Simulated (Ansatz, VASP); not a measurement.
# Cu16Te (Te/Cu(111)) in two plane-wave programs, part 2 of 2

One calculation is typed for both programs; each brings its own data sets. How far apart do they land? The cell is taken from a series of runs on this material, whose earlier steps may have relaxed, scaled, displaced or heated it; both programs get it as it stands.

VASP 6.6.1 and Ansatz 0.2.0.

So far: Starting point; Ansatz: single point, PBE.

### 3. VASP: single point, PBE

Level of this step: PBE, no spin polarisation; plane waves and PAW (Cu, Te) (VASP).

The same cell, functional, mesh and smearing now go to VASP, with its own data sets.

Lines of VASP's logs that name or quote its potential files are left out, and so is its time.

The input, INCAR:

```
SYSTEM = Cu16Te
PREC = Accurate
ENCUT = 520
EDIFF = 1E-06
NELM = 120
ISMEAR = -1
SIGMA = 0.1
LREAL = .FALSE.
ALGO = Normal
GGA = PE
NBANDS = 112
LASPH = .TRUE.
LORBIT = 11
LWAVE = .FALSE.
LCHARG = .FALSE.
ISIF = 2
LDIPOL = .TRUE.
IDIPOL = 3
DIPOL = 0.5 0.5 0.466
LVHAR = .TRUE.
GGA_COMPAT = .FALSE.
NELMDL = -8
KPAR = 4
```

The input, POSCAR:

```
Cu16Te
1.0
    5.1053109602      0.0000000000      0.0000000000
    2.5526554801      4.4213289858      0.0000000000
    0.0000000000      0.0000000000     26.5701409385
Cu Te
16 1
Direct
    0.0000000000      0.0000000000      0.3387260919
    0.1666666667      0.1666666667      0.4171688249
    0.3341833371      0.3341833371      0.4937646068
    0.9957338613      0.9957338613      0.5701938835
    0.0000000000      0.5000000000      0.3387260919
    0.1666666667      0.6666666667      0.4171688249
    0.3341833371      0.8316333258      0.4937646068
    0.9957338613      0.5085322775      0.5701938835
    0.5000000000      0.0000000000      0.3387260919
    0.6666666667      0.1666666667      0.4171688249
    0.8316333258      0.3341833371      0.4937646068
    0.5085322775      0.9957338613      0.5701938835
    0.5000000000      0.5000000000      0.3387260919
    0.6666666667      0.6666666667      0.4171688249
    0.8333333334      0.8333333334      0.4941471375
    0.5000000000      0.5000000000      0.5716916793
    0.1666666667      0.1666666667      0.6459033587
```

The input, KPOINTS:

```
Automatic mesh
0
Gamma
7 7 1
0 0 0
```

Potentials, in the order of the species: Cu and Te (PBE family, release 64).

Run with:

```
$ mpirun -np 4 vasp_std
```

Numbers of over 12 decimals in the logs are rounded to 6 here.

The log of the run:

```text
[banner, memory and clock lines left out]
running    4 mpi-ranks, on    1 nodes
 distrk:  each k-point on    1 cores,    4 groups
 distr:  one band on    1 cores,    1 groups

 POSCAR found type information on POSCAR CuTe
 POSCAR found :  2 types and      17 ions
|                                                                             |
|               ----> ADVICE to this user running VASP <----                  |
|                                                                             |
|     You have a (more or less) 'large supercell' and for larger cells it     |
|     might be more efficient to use real-space projection operators.         |
|     Therefore, try LREAL= Auto in the INCAR file.                           |
|     Mind: For very accurate calculation, you might also keep the            |
|     reciprocal projection scheme (i.e. LREAL=.FALSE.).                      |
|                                                                             |

 LDA part: xc-table for (Slater+PW92), standard interpolation
 POSCAR, INCAR and KPOINTS ok, starting setup
 FFT: planning ... GRIDC
 FFT: planning ... GRID_SOFT
 FFT: planning ... GRID
 WAVECAR not read
 entering main loop
       N       E                     dE             d eps       ncg     rms          rms(c)
DAV:   1     0.169780098889E+04    0.16978E+04   -0.76219E+04  1792   0.194E+03
DAV:   2     0.156884102804E+03   -0.15409E+04   -0.14865E+04  1792   0.431E+02
DAV:   3    -0.600731614716E+02   -0.21696E+03   -0.20342E+03  1912   0.212E+02
DAV:   4    -0.735980033848E+02   -0.13525E+02   -0.13163E+02  2176   0.673E+01
DAV:   5    -0.740464587091E+02   -0.44846E+00   -0.44757E+00  2472   0.100E+01
DAV:   6    -0.740605607555E+02   -0.14102E-01   -0.14101E-01  2752   0.152E+00
DAV:   7    -0.740607913279E+02   -0.23057E-03   -0.23057E-03  2736   0.212E-01
DAV:   8    -0.740608001815E+02   -0.88536E-05   -0.88535E-05  2752   0.374E-02    0.311E+01
DAV:   9    -0.680494320238E+02    0.60114E+01   -0.16294E+02  2032   0.138E+02    0.179E+01
DAV:  10    -0.634241886378E+02    0.46252E+01   -0.76219E+01  2144   0.144E+02    0.112E+01
DAV:  11    -0.603515440764E+02    0.30726E+01   -0.34980E+01  2640   0.103E+02    0.517E+00
DAV:  12    -0.602793529123E+02    0.72191E-01   -0.60871E+00  2528   0.372E+01    0.311E+00
DAV:  13    -0.603220767758E+02   -0.42724E-01   -0.29093E+00  2096   0.282E+01    0.288E+00
DAV:  14    -0.603118803870E+02    0.10196E-01   -0.11092E+00  2008   0.137E+01    0.165E+00
[...]
DAV:  30    -0.602924988731E+02   -0.61131E-04   -0.69223E-06  1920   0.338E-02    0.142E-02
DAV:  31    -0.602925592794E+02   -0.60406E-04   -0.10708E-05  1976   0.370E-02    0.799E-03
DAV:  32    -0.602925702429E+02   -0.10964E-04   -0.29163E-06  1512   0.200E-02    0.517E-03
DAV:  33    -0.602925768542E+02   -0.66113E-05   -0.17913E-06  1160   0.173E-02    0.499E-03
DAV:  34    -0.602925786673E+02   -0.18130E-05   -0.74934E-07  1208   0.108E-02    0.294E-03
DAV:  35    -0.602925812707E+02   -0.26035E-05   -0.35157E-07  1200   0.548E-03    0.149E-03
DAV:  36    -0.602925829240E+02   -0.16533E-05   -0.36166E-07  1216   0.899E-03    0.937E-04
DAV:  37    -0.602925836999E+02   -0.77590E-06   -0.11853E-07  1184   0.184E-03
   1 F= -.60292584E+02 E0= -.60201179E+02  d E =-.182809E+00
```

OUTCAR, selected parts (step 3):

```text
ion  position               nearest neighbor table
   1  0.000  0.000  0.339-  10 2.55   6 2.55   2 2.55   9 2.55   9 2.55   5 2.55  13 2.55   5 2.55
                            13 2.55
   2  0.167  0.167  0.417-   3 2.52  11 2.52   7 2.52   9 2.55   5 2.55   1 2.55  10 2.55  10 2.55
                             6 2.55  14 2.55   6 2.55  14 2.55
   3  0.334  0.334  0.494-  10 2.51   6 2.51   2 2.52   8 2.52  12 2.52  16 2.54  11 2.54   7 2.54
                            15 2.55  15 2.55  11 2.57   7 2.57
   4  0.996  0.996  0.570-  15 2.48  12 2.49   8 2.49  17 2.52   7 2.52  11 2.52  16 2.55  16 2.55
                            12 2.62   8 2.62
   5  0.000  0.500  0.339-  14 2.55   2 2.55   6 2.55  13 2.55  13 2.55   1 2.55   9 2.55   9 2.55
                             1 2.55
   6  0.167  0.667  0.417-   7 2.51   3 2.51  15 2.52  13 2.55   1 2.55   5 2.55  14 2.55  14 2.55
                             2 2.55  10 2.55  10 2.55   2 2.55
   7  0.334  0.832  0.494-   6 2.51  14 2.51   2 2.52   4 2.52  12 2.52  16 2.54  11 2.54   3 2.54
                            15 2.55  15 2.55  11 2.57   3 2.57
   8  0.996  0.509  0.570-  15 2.48  12 2.49   4 2.49  17 2.52   3 2.52  11 2.52  16 2.55  16 2.55
                            12 2.62   4 2.62
   9  0.500  0.000  0.339-   2 2.55  14 2.55  10 2.55   1 2.55   1 2.55   5 2.55  13 2.55  13 2.55
                             5 2.55
  10  0.667  0.167  0.417-  11 2.51   3 2.51  15 2.52   1 2.55  13 2.55   9 2.55   2 2.55   2 2.55
                             6 2.55  14 2.55  14 2.55   6 2.55
  11  0.832  0.334  0.494-  10 2.51  14 2.51   2 2.52   4 2.52   8 2.52  16 2.54   3 2.54   7 2.54
                            15 2.55  15 2.55   3 2.57   7 2.57
  12  0.509  0.996  0.570-  15 2.48   4 2.49   8 2.49  17 2.52   3 2.52   7 2.52  16 2.55  16 2.55
                             4 2.62   8 2.62
  13  0.500  0.500  0.339-   6 2.55  10 2.55  14 2.55   5 2.55   5 2.55   1 2.55   9 2.55   1 2.55
                             9 2.55
  14  0.667  0.667  0.417-   7 2.51  11 2.51  15 2.52   5 2.55   9 2.55  13 2.55   6 2.55   6 2.55
                             2 2.55  10 2.55   2 2.55  10 2.55
  15  0.833  0.833  0.494-   4 2.48  12 2.48   8 2.48   6 2.52  10 2.52  14 2.52   7 2.55  11 2.55
                             3 2.55   3 2.55   7 2.55  11 2.55
  16  0.500  0.500  0.572-   3 2.54  11 2.54   7 2.54   8 2.55  12 2.55   4 2.55   4 2.55   8 2.55
                            12 2.55
  17  0.167  0.167  0.646-   4 2.52  12 2.52   8 2.52

  LATTYP: Found a hexagonal cell.
 ALAT       =     5.1053109602
 C/A-ratio  =     5.2044118655

 Subroutine GETGRP returns: Found  6 space group operations
 (whereof  2 operations were pure point group operations)

The static configuration has the point symmetry C_1h.
 The point group associated with its full space group is C_3v.

 Found      8 irreducible k-points:

   k-points           NKPTS =      8   k-points in BZ     NKDIM =      8   number of bands    NBANDS=    112

   dimension x,y,z NGX =    40 NGY =   40 NGZ =  200
   dimension x,y,z NGXF=    80 NGYF=   80 NGZF=  400

   ENCUT  =  520.0 eV  38.22 Ry    6.18 a.u.   9.49  9.49 49.40*2*pi/ulx,y,z

   NELECT =     182.0000    total number of electrons

 k-points in reciprocal lattice and weights: Automatic mesh
   0.00000000  0.00000000  0.00000000       0.020
   0.14285714  0.00000000  0.00000000       0.122
   0.28571429  0.00000000  0.00000000       0.122
   0.42857143 -0.00000000  0.00000000       0.122
   0.28571429  0.14285714  0.00000000       0.122
   0.42857143  0.14285714  0.00000000       0.245
  -0.42857143  0.14285714  0.00000000       0.122
  -0.42857143  0.28571429  0.00000000       0.122

 dipolmoment           0.000000      0.000000     -0.005250 electrons x Angstroem

 average (electrostatic) potential at core
       1 -71.2770       2 -71.6182       3 -71.5558       4 -71.6170       5 -71.2770
       6 -71.5605       7 -71.5558       8 -71.6170       9 -71.2770      10 -71.5605
      11 -71.5558      12 -71.6170      13 -71.3075      14 -71.5605      15 -71.7139
      16 -71.3104      17 -94.5143

 E-fermi :  -0.2813

 k-point     1 :       0.0000    0.0000    0.0000
  band No.  band energies     occupation
    ...
     87      -1.2615      1.99989
     88      -1.0083      1.99861
     89      -0.5282      1.84387
     90      -0.2702      0.94477
     91      -0.2702      0.94477
     92       0.1434      0.02820
     93       0.5446      0.00052
     94       0.5446      0.00052
     95       0.7933      0.00004
     96       1.0581      0.00000
    ...

 k-point     2 :       0.1429    0.0000    0.0000
  band No.  band energies     occupation
    ...
     88      -1.0843      1.99935
     89      -0.7329      1.97838
     90      -0.4357      1.64805
     91      -0.3420      1.29468
     92      -0.3264      1.22173
     93       0.1873      0.01828
     94       0.3400      0.00400
     95       0.8337      0.00003
     96       1.0377      0.00000
     97       1.3448      0.00000
    ...

 k-point     3 :       0.2857    0.0000    0.0000
  band No.  band energies     occupation
    ...
     87      -1.3921      1.99997
     88      -1.1343      1.99961
     89      -1.0439      1.99903
     90      -0.4904      1.78003
     91      -0.4029      1.54275
     92      -0.0448      0.17175
     93       0.1856      0.01859
     94       0.3391      0.00403
     95       0.6125      0.00026
     96       1.3770      0.00000
    ...

  Total        2.0688887      2.0688887      5.1304500      0.0000000      0.0000000      0.0000000
  in kB        5.5268644      5.5268644     13.7055715      0.0000000      0.0000000      0.0000000
  external PRESSURE =       8.2531001 kB  Pullay stress =       0.0000000 kB

  energy-cutoff  :      520.00
  volume of cell :      599.75
      direct lattice vectors                 reciprocal lattice vectors
     5.105310960  0.000000000  0.000000000     0.195874455 -0.113088169  0.000000000
     2.552655480  4.421328986  0.000000000     0.000000000  0.226176338  0.000000000
     0.000000000  0.000000000 26.570140938     0.000000000  0.000000000  0.037636232

 POSITION                                       TOTAL-FORCE (eV/Angst)
 -----------------------------------------------------------------------------------
      0.00000      0.00000      9.00000        -0.040989     -0.023665     -0.021011
      1.27633      0.73689     11.08423         0.000000      0.000000     -0.166450
      2.55916      1.47753     13.11940        -0.008791     -0.005076      0.006385
      7.62530      4.40247     15.15013        -0.014074     -0.008126      0.159599
      1.27633      2.21066      9.00000         0.000000      0.047331     -0.021011
      2.55266      2.94755     11.08423        -0.023662      0.013661     -0.286469
      3.82898      3.67692     13.11940        -0.000000      0.010151      0.006385
      6.38164      2.24839     15.15013         0.000000      0.016252      0.159599
      2.55266      0.00000      9.00000         0.040989     -0.023665     -0.021011
      3.82898      0.73689     11.08423         0.000000     -0.027322     -0.286469
      5.09880      1.47753     13.11940         0.008791     -0.005076      0.006385
      5.13798      4.40247     15.15013         0.014074     -0.008126      0.159599
      3.82898      2.21066      9.00000         0.000000      0.000000      0.004118
      5.10531      2.94755     11.08423         0.023662      0.013661     -0.286469
      6.38164      3.68444     13.12956         0.000000      0.000000     -0.021155
      3.82898      2.21066     15.18993         0.000000      0.000000      0.250741
      1.27633      0.73689     17.16174         0.000000      0.000000      0.357233
 -----------------------------------------------------------------------------------
    total drift:                               -0.000007     -0.000004      0.003769

  FREE ENERGIE OF THE ION-ELECTRON SYSTEM (eV)
  ---------------------------------------------------
  free  energy   TOTEN  =       -60.2925836999 eV

  energy  without entropy=      -60.1097747446  energy(sigma->0) =      -60.20117922

 vacuum level on the upper side and lower side of the slab         4.458         4.500

 total charge
# of ion       s       p       d       tot
------------------------------------------
    1        0.453   0.294   9.185   9.933
    2        0.443   0.392   9.176  10.010
    3        0.455   0.395   9.180  10.030
    4        0.453   0.389   9.184  10.026
    5        0.453   0.294   9.185   9.933
    6        0.452   0.384   9.183  10.019
    7        0.455   0.395   9.180  10.030
    8        0.453   0.389   9.184  10.026
    9        0.453   0.294   9.185   9.933
   10        0.452   0.384   9.183  10.019
   11        0.455   0.395   9.180  10.030
   12        0.453   0.389   9.184  10.026
   13        0.451   0.294   9.185   9.931
   14        0.452   0.384   9.183  10.019
   15        0.458   0.425   9.157  10.039
   16        0.417   0.293   9.217   9.927
   17        1.383   1.946   0.039   3.368
--------------------------------------------------
tot          8.592   7.739 146.968 163.298

[... 3 further parts left out ...]
```

This run has no spin polarisation, so a moment on Cu, if there is one, isn't seen.

### 4. Side by side

Known differences besides the potentials themselves: the data sets hold 320 valence electrons in Ansatz (on its NC files) and 182 in VASP; the cutoff is 1251.72 eV in Ansatz and 520 eV in VASP. Total energies have different zeros and are not compared.

The two programs side by side:

| quantity | Ansatz | VASP | difference |
| --- | --- | --- | --- |
| work function, lower of the two faces (eV) | 4.72 | 4.74 | -0.02 |
| work function, higher of the two faces (eV) | 4.81 | 4.78 | +0.03 |

With vacuum in the cell, a pressure given here is an average over mostly empty space and none of the material.

### 5. Summary of results

| Property | Result |
| --- | --- |
| difference in work function, higher of the two faces (single point, PBE) | 0.028 eV |

**Reading.** The difference in work function, higher of the two faces is 0.028 eV (single point, PBE). The data sets hold unlike numbers of valence electrons (320 in Ansatz and 182 in VASP), so part of the differences comes from the potentials. 2 further runs of this series are not shown here. Such differences can come from data sets, numerical settings and the points named under the comparisons, not from the functional's error against experiment.

[Lines on the potential files, build, host, timing and source positions are cut from VASP's logs without a mark.]

[Logs are printed without paths, hosts, clocks, repeated set-up lines and the standing remarks that a program may print on its own settings, such as how far it seeks lower states.]

[Hosts, paths, dates, database ids (printed as entryN), source tags and the programs' standing remarks are cut or masked in the printed files.]
